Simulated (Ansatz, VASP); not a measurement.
# Cross-check of CoSi2 between VASP and Ansatz, part 2 of 2

One calculation is typed for both programs; each brings its own data sets. How far apart do they land? The cell is taken from a series of runs on this material, whose earlier steps may have relaxed, scaled, displaced or heated it; both programs get it as it stands.

VASP 6.6.1 and Ansatz 0.2.0.

So far: The structure; Ansatz: zone-centre phonons, LDA.

## 3. VASP: zone-centre phonons, LDA

Level of this step: LDA, no spin polarisation; plane waves and PAW (Si, Co) (VASP).

The same cell, functional (in two slightly different forms), mesh and smearing now go to VASP, with its own data sets.

Lines of VASP's logs that name or quote its potential files are left out, and so is its time.

File INCAR:

```
SYSTEM = CoSi2
PREC = Accurate
ENCUT = 600
EDIFF = 1E-08
NELM = 120
ISMEAR = 1
SIGMA = 0.2
LREAL = .FALSE.
ALGO = Normal
GGA = CA
NBANDS = 14
LASPH = .TRUE.
LORBIT = 11
LWAVE = .FALSE.
LCHARG = .FALSE.
ISIF = 2
IBRION = 8
GGA_COMPAT = .FALSE.
KPAR = 2
```

File POSCAR:

```
CoSi2
1.0
    0.0000000000      2.6282102680      2.6282102680
    2.6282102680      0.0000000000      2.6282102680
    2.6282102680      2.6282102680      0.0000000000
Si Co
2 1
Direct
    0.2500000000      0.2500000000      0.2500000000
    0.7500000000      0.7500000000      0.7500000000
    0.0000000000      0.0000000000      0.0000000000
```

File KPOINTS:

```
Automatic mesh
0
Gamma
16 16 16
0 0 0
```

Potentials, in the order of the species: Si and Co (LDA family, release 64).

The run is started by

```sh
$ mpirun -np 2 vasp_std
```

Numbers of over 12 decimals in the logs are rounded to 6 here.

Log:

```text
[banner, memory and clock lines left out]
running    2 mpi-ranks, on    1 nodes
 distrk:  each k-point on    1 cores,    2 groups
 distr:  one band on    1 cores,    1 groups

 POSCAR found type information on POSCAR SiCo
 POSCAR found :  2 types and       3 ions
 LDA part: xc-table for (Slater(with rela. corr.)+CA(PZ))
 , standard interpolation
 POSCAR, INCAR and KPOINTS ok, starting setup
 FFT: planning ... GRIDC
 FFT: planning ... GRID_SOFT
 FFT: planning ... GRID
 WAVECAR not read
 entering main loop
       N       E                     dE             d eps       ncg     rms          rms(c)
DAV:   1     0.701839395841E+02    0.70184E+02   -0.77585E+03  4068   0.133E+03
DAV:   2    -0.189491662728E+02   -0.89133E+02   -0.81093E+02  4180   0.245E+02
DAV:   3    -0.232574975622E+02   -0.43083E+01   -0.41944E+01  5356   0.604E+01
DAV:   4    -0.233479458236E+02   -0.90448E-01   -0.90333E-01  4842   0.812E+00
DAV:   5    -0.233507545578E+02   -0.28087E-02   -0.28083E-02  5556   0.152E+00    0.148E+01
DAV:   6    -0.259053951650E+02   -0.25546E+01   -0.25522E+01  4764   0.112E+02    0.156E+01
DAV:   7    -0.219907837167E+02    0.39146E+01   -0.11502E+01  5242   0.887E+01    0.391E+00
DAV:   8    -0.219593760857E+02    0.31408E-01   -0.71681E-01  4816   0.575E+00    0.181E+00
DAV:   9    -0.219266403467E+02    0.32736E-01   -0.93404E-02  5160   0.646E+00    0.452E-01
DAV:  10    -0.219264522848E+02    0.18806E-03   -0.71847E-03  5668   0.128E+00    0.149E-01
DAV:  11    -0.219262341790E+02    0.21811E-03   -0.85811E-04  5308   0.600E-01    0.347E-02
DAV:  12    -0.219262361586E+02   -0.19797E-05   -0.43361E-05  5072   0.541E-02    0.113E-02
DAV:  13    -0.219262356778E+02    0.48084E-06   -0.26704E-06  6290   0.252E-02    0.573E-03
DAV:  14    -0.219262357863E+02   -0.10847E-06   -0.31248E-07  6354   0.667E-03    0.310E-03
DAV:  15    -0.219262356764E+02    0.10989E-06   -0.27128E-07  5604   0.111E-02    0.512E-04
DAV:  16    -0.219262356790E+02   -0.26005E-08   -0.20875E-08  4092   0.102E-03
   1 F= -.21926236E+02 E0= -.21926508E+02  d E =0.817475E-03
 Linear response reoptimize wavefunctions to high precision
DAV:   1    -0.219262356791E+02   -0.65029E-10   -0.39606E-10  3272   0.217E-04
 Linear response DOF=           2
 Linear response progress:
  Degree of freedom:   1/  2
       N       E                     dE             d eps       ncg     rms          rms(c)
RMM:   1    -0.214424835681E-01   -0.21442E-01    0.25668E-02 42799   0.138E+00
RMM:   2    -0.184632882050E-01    0.29792E-02   -0.75014E-04 24612   0.623E-01    0.110E-01
RMM:   3    -0.187225800898E-01   -0.25929E-03   -0.65461E-04 28874   0.198E-01    0.568E-02
RMM:   4    -0.189483628894E-01   -0.22578E-03   -0.10392E-04 26788   0.816E-02    0.909E-03
RMM:   5    -0.189392611099E-01    0.91018E-05   -0.96397E-06 30061   0.253E-02    0.579E-03
RMM:   6    -0.189116482667E-01    0.27613E-04   -0.18933E-06 29627   0.109E-02    0.179E-03
RMM:   7    -0.189259545150E-01   -0.14306E-04   -0.34801E-07 26910   0.538E-03    0.670E-04
RMM:   8    -0.189275489043E-01   -0.15944E-05   -0.80082E-08 30174   0.224E-03    0.395E-04
RMM:   9    -0.189272937320E-01    0.25517E-06   -0.29193E-09 30960   0.578E-04    0.959E-05
RMM:  10    -0.189273531866E-01   -0.59455E-07    0.93750E-09 31841   0.166E-04    0.201E-05
RMM:  11    -0.189273494208E-01    0.37658E-08    0.63130E-09 32020   0.563E-05    0.957E-06
 first order change of Fermi-energy  -0.56475E-05
 force on displaced ion       1 direction 1 :  -9.921  -0.000  -0.000
 Linear response progress:
  Degree of freedom:   2/  2
       N       E                     dE             d eps       ncg     rms          rms(c)
RMM:   1    -0.177926934221E+00   -0.17793E+00   -0.13224E-01 15943   0.272E+00
RMM:   2    -0.174455541769E+00    0.34714E-02   -0.32025E-03 13829   0.770E-01    0.194E-01
RMM:   3    -0.174388144918E+00    0.67397E-04   -0.67893E-04 15307   0.198E-01    0.113E-01
RMM:   4    -0.174965549456E+00   -0.57740E-03   -0.35094E-04 16350   0.134E-01    0.107E-02
RMM:   5    -0.174963190406E+00    0.23590E-05   -0.18875E-05 16371   0.373E-02    0.565E-03
RMM:   6    -0.174962171958E+00    0.10184E-05   -0.14815E-06 15044   0.129E-02    0.434E-03
RMM:   7    -0.174950450708E+00    0.11721E-04   -0.50543E-07 16239   0.731E-03    0.102E-03
RMM:   8    -0.174942681768E+00    0.77689E-05   -0.43317E-08 17002   0.171E-03    0.418E-04
RMM:   9    -0.174939443375E+00    0.32384E-05   -0.17392E-09 16146   0.495E-04    0.647E-05
RMM:  10    -0.174939345171E+00    0.98204E-07   -0.36903E-10 17012   0.168E-04    0.256E-05
RMM:  11    -0.174939335023E+00    0.10148E-07   -0.35238E-10 17103   0.757E-05    0.618E-06
RMM:  12    -0.174939297548E+00    0.37476E-07   -0.68282E-10 17803   0.290E-05    0.167E-06
RMM:  13    -0.174939308058E+00   -0.10511E-07   -0.48163E-10 18535   0.185E-05    0.425E-07
RMM:  14    -0.174939306288E+00    0.17706E-08   -0.59547E-10 14661   0.144E-05    0.167E-07
 first order change of Fermi-energy   0.34551E-03
 force on displaced ion       3 direction 1 : -13.537   0.000   0.000
 Linear response finished
```

OUTCAR, selected parts (step 3):

```text
ion  position               nearest neighbor table
   1  0.250  0.250  0.250-   3 2.28   3 2.28   3 2.28   3 2.28   2 2.63   2 2.63   2 2.63   2 2.63
                             2 2.63   2 2.63
   2  0.750  0.750  0.750-   3 2.28   3 2.28   3 2.28   3 2.28   1 2.63   1 2.63   1 2.63   1 2.63
                             1 2.63   1 2.63
   3  0.000  0.000  0.000-   2 2.28   2 2.28   2 2.28   1 2.28   2 2.28   1 2.28   1 2.28   1 2.28

  LATTYP: Found a face centered cubic cell.
 ALAT       =     5.2564205360

 Subroutine GETGRP returns: Found 48 space group operations
 (whereof 48 operations were pure point group operations)

The static configuration has the point symmetry O_h .

 Found    145 irreducible k-points:

   k-points           NKPTS =    145   k-points in BZ     NKDIM =    145   number of bands    NBANDS=     14

   dimension x,y,z NGX =    30 NGY =   30 NGZ =   30
   dimension x,y,z NGXF=    60 NGYF=   60 NGZF=   60

   ENCUT  =  600.0 eV  44.10 Ry    6.64 a.u.   7.42  7.42  7.42*2*pi/ulx,y,z

   NELECT =      17.0000    total number of electrons

 k-points in reciprocal lattice and weights: Automatic mesh
   0.00000000  0.00000000  0.00000000       0.000
   0.06250000  0.00000000  0.00000000       0.002
   0.12500000  0.00000000  0.00000000       0.002
   0.18750000  0.00000000  0.00000000       0.002
   0.25000000  0.00000000  0.00000000       0.002
   0.31250000  0.00000000  0.00000000       0.002
   0.37500000  0.00000000  0.00000000       0.002
   0.43750000  0.00000000  0.00000000       0.002
   0.50000000  0.00000000  0.00000000       0.001
[...]
-0.31250000  0.50000000  0.18750000       0.003
  -0.25000000  0.50000000  0.25000000       0.001

 average (electrostatic) potential at core
       1 -80.1924       2 -80.1924       3 -77.3561

  Total        0.5196694      0.5196694      0.5196694      0.0000000     -0.0000000      0.0000000
  in kB       22.9312331     22.9312331     22.9312331      0.0000000     -0.0000000      0.0000000
  external PRESSURE =      22.9312331 kB  Pullay stress =       0.0000000 kB

  energy-cutoff  :      600.00
  volume of cell :       36.31
      direct lattice vectors                 reciprocal lattice vectors
     0.000000000  2.628210268  2.628210268    -0.190243530  0.190243530  0.190243530
     2.628210268  0.000000000  2.628210268     0.190243530 -0.190243530  0.190243530
     2.628210268  2.628210268  0.000000000     0.190243530  0.190243530 -0.190243530

 POSITION                                       TOTAL-FORCE (eV/Angst)
 -----------------------------------------------------------------------------------
      1.31411      1.31411      1.31411        -0.000000     -0.000000     -0.000000
      3.94232      3.94232      3.94232         0.000000      0.000000      0.000000
      0.00000      0.00000      0.00000        -0.000000     -0.000000     -0.000000
 -----------------------------------------------------------------------------------
    total drift:                                0.000000     -0.000000     -0.000000

 Eigenvectors and eigenvalues of the dynamical matrix
 ----------------------------------------------------

   1 f  =   10.729018 THz    67.412408 2PiTHz  357.881518 cm-1    44.371633 meV
             X         Y         Z           dx          dy          dz
      1.314105  1.314105  1.314105     0.000000    0.000000    0.506108
      3.942315  3.942315  3.942315     0.000000    0.000000    0.506108
      0.000000  0.000000  0.000000     0.000000    0.000000   -0.698361

   2 f  =   10.729018 THz    67.412408 2PiTHz  357.881518 cm-1    44.371633 meV
             X         Y         Z           dx          dy          dz
      1.314105  1.314105  1.314105    -0.057421   -0.502841   -0.000000
      3.942315  3.942315  3.942315    -0.057421   -0.502841   -0.000000
      0.000000  0.000000  0.000000     0.079233    0.693852    0.000000

   3 f  =   10.729018 THz    67.412408 2PiTHz  357.881518 cm-1    44.371633 meV
             X         Y         Z           dx          dy          dz
      1.314105  1.314105  1.314105     0.502841   -0.057421    0.000000
      3.942315  3.942315  3.942315     0.502841   -0.057421   -0.000000
      0.000000  0.000000  0.000000    -0.693852    0.079233    0.000000

   4 f  =   10.662811 THz    66.996418 2PiTHz  355.673094 cm-1    44.097824 meV
             X         Y         Z           dx          dy          dz
      1.314105  1.314105  1.314105    -0.150709    0.625379    0.293577
      3.942315  3.942315  3.942315     0.150709   -0.625379   -0.293577
      0.000000  0.000000  0.000000    -0.000000   -0.000000    0.000000

   5 f  =   10.662811 THz    66.996418 2PiTHz  355.673094 cm-1    44.097824 meV
             X         Y         Z           dx          dy          dz
      1.314105  1.314105  1.314105     0.687427    0.165662   -0.000000
      3.942315  3.942315  3.942315    -0.687427   -0.165662    0.000000
      0.000000  0.000000  0.000000     0.000000    0.000000    0.000000

   6 f  =   10.662811 THz    66.996418 2PiTHz  355.673094 cm-1    44.097824 meV
             X         Y         Z           dx          dy          dz
      1.314105  1.314105  1.314105     0.068780   -0.285407    0.643283
      3.942315  3.942315  3.942315    -0.068780    0.285407   -0.643283
      0.000000  0.000000  0.000000     0.000000   -0.000000    0.000000

   7 f/i=    0.003103 THz     0.019499 2PiTHz    0.103516 cm-1     0.012834 meV
             X         Y         Z           dx          dy          dz
      1.314105  1.314105  1.314105     0.371978    0.324788   -0.000000
      3.942315  3.942315  3.942315     0.371978    0.324788   -0.000000
      0.000000  0.000000  0.000000     0.539151    0.470753    0.000000

   8 f/i=    0.003103 THz     0.019499 2PiTHz    0.103516 cm-1     0.012834 meV
             X         Y         Z           dx          dy          dz
      1.314105  1.314105  1.314105    -0.324788    0.371978   -0.000000
      3.942315  3.942315  3.942315    -0.324788    0.371978   -0.000000
      0.000000  0.000000  0.000000    -0.470753    0.539151    0.000000

   9 f/i=    0.003103 THz     0.019499 2PiTHz    0.103516 cm-1     0.012834 meV
             X         Y         Z           dx          dy          dz
      1.314105  1.314105  1.314105     0.000000    0.000000   -0.493816
      3.942315  3.942315  3.942315     0.000000    0.000000   -0.493816
      0.000000  0.000000  0.000000     0.000000    0.000000   -0.715745

 ELASTIC MODULI CONTR FROM IONIC RELAXATION (kBar)
 Direction    XX          YY          ZZ          XY          YZ          ZX
 --------------------------------------------------------------------------------
 XX          -0.0000     -0.0000      0.0000      0.0000     -0.0000      0.0000
 YY          -0.0000     -0.0000     -0.0000      0.0000      0.0000      0.0000
 ZZ           0.0000     -0.0000     -0.0000     -0.0000      0.0000      0.0000
 XY           0.0000      0.0000     -0.0000   -648.1108      0.0000      0.0000
 YZ          -0.0000      0.0000      0.0000      0.0000   -648.1108     -0.0000
 ZX           0.0000      0.0000      0.0000      0.0000     -0.0000   -648.1108
 --------------------------------------------------------------------------------
```

This run has no spin polarisation, so a moment on Co, if there is one, isn't seen. Its electron count is odd, so without a moment it is a metal by construction. Energies printed during the response cycles are not total energies of the cell.

## 4. Comparison

Known differences besides the potentials themselves: the two LDA forms differ slightly; the data sets hold 25 valence electrons in Ansatz (on its PAW soft_1 files) and 17 in VASP; the cutoff is 420 eV in Ansatz and 600 eV in VASP; VASP's log shows a relativistic correction to its local exchange, Ansatz's none. Total energies have different zeros and are not compared.

Both answers:

```tsv
quantity	Ansatz	VASP	difference
optical mode 1 to 3 (cm⁻¹)	354.6	355.7	-0.30 %
optical mode 4 to 6 (cm⁻¹)	355.1	357.9	-0.79 %
```

Modes are paired by rising frequency, not by their patterns, so a pair may set unlike modes beside each other; they are those without the splitting of longitudinal modes.

## 5. Results

| Item | Value |
| --- | --- |
| r.m.s. difference of the optical zone-centre modes, each program's sorted by frequency (zone-centre phonons, LDA) | 2.1 cm⁻¹ |
| difference in optical mode 4 to 6 (zone-centre phonons, LDA) | -0.8 % |

The r.m.s. difference of the optical zone-centre modes, each program's sorted by frequency is 2.1 cm⁻¹ (zone-centre phonons, LDA). The data sets hold unlike numbers of valence electrons (25 in Ansatz and 17 in VASP), so part of the differences comes from the potentials. Among the rows given in per cent, the largest difference of the zone-centre phonons, LDA pair is in optical mode 4 to 6, -0.8 %. Such differences can come from data sets, numerical settings and the points named under the comparisons, not from the functional's error against experiment.

[Lines on the potential files, build, host, timing and source positions are cut from VASP's logs without a mark.]

[Logs are printed without paths, hosts, clocks, repeated set-up lines and the standing remarks that a program may print on its own settings, such as how far it seeks lower states.]

[Hosts, paths, dates, database ids (printed as entryN), source tags and the programs' standing remarks are cut or masked in the printed files.]
